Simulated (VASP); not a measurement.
These are PBE GGA, VASP's PBE PAW potentials (set 64) (plane waves; VASP) values and carry that method's errors.

VASP input:

POSCAR:
```
BW2
4.1150830
  1.0000000000   0.0000000000   0.0000000000
  0.0000000000   1.0000000000   0.0000000000
  0.0000000000   0.0000000000   1.5258457727
W B
4 2
Cart
  0.0000000000   0.0000000000   0.0000000000
  0.5000000000   0.5000000000   0.0000000000
  0.5000000000   0.0000000000   0.4119783586
  0.0000000000   0.5000000000   1.1138674141
  0.5000000000   0.0000000000   1.0680920409
  0.0000000000   0.5000000000   0.4577537318
```

**INCAR**
```
SYSTEM = BW2
PREC = Accurate
ENCUT = 400
EDIFF = 1E-6
NELM = 100
ALGO = Normal
LREAL = .FALSE.
LASPH = .TRUE.
ISMEAR = -1
SIGMA = 0.05
GGA = PE
LMAXMIX = 6
LWAVE = .FALSE.
LCHARG = .FALSE.
ISIF = 2
```

KPOINTS:
```
Automatic mesh
0
Gamma
4 4 3
0 0 0
```

POTCAR, in this order: W_sv B (PBE.64 set). Program: vasp_std.

At this cut-off the stress carries a Pulay error, which pulls relaxed volumes low. Unless said otherwise, spin-orbit coupling is left out, though it shifts the bands of the heavy elements here.

**Question.** Estimate the energy per atom (σ→0), pressure, largest force, band gap (on the k-mesh).

**Answer.** 
| Item | Value |
|---|---|
| energy per atom (σ→0) | -9.637 eV/atom |
| band gap (on the k-mesh) | none (metal, semimetal or under 0.01 eV) |
| pressure | -21.49 GPa |
| largest force | 0.03233 Ha/bohr |

OSZICAR:
```
...
DAV:   9    -0.578543329308E+02    0.31887E-01   -0.41808E-01  1099   0.415E+00    0.876E-01
DAV:  10    -0.578510886415E+02    0.32443E-02   -0.55542E-02  1164   0.137E+00    0.429E-01
DAV:  11    -0.578499997774E+02    0.10889E-02   -0.11526E-02  1086   0.549E-01    0.128E-01
DAV:  12    -0.578500145937E+02   -0.14816E-04   -0.86526E-04  1089   0.289E-01    0.335E-02
DAV:  13    -0.578500091900E+02    0.54036E-05   -0.13291E-04  1102   0.859E-02    0.108E-02
DAV:  14    -0.578500080602E+02    0.11298E-05   -0.72525E-06  1046   0.180E-02    0.337E-03
DAV:  15    -0.578500075844E+02    0.47585E-06   -0.11928E-06   626   0.556E-03
   1 F= -.57850008E+02 E0= -.57820001E+02  d E =-.600132E-01
```

The structure was generated: BW2 was put into an ordered model structure, which need not be its known phase. The cell was not relaxed at this level, and its volume differs by -5.9 % from the start's. The k-mesh is coarse (spacing up to 0.38 per Å, 2π included), so the numbers may not be converged in it.
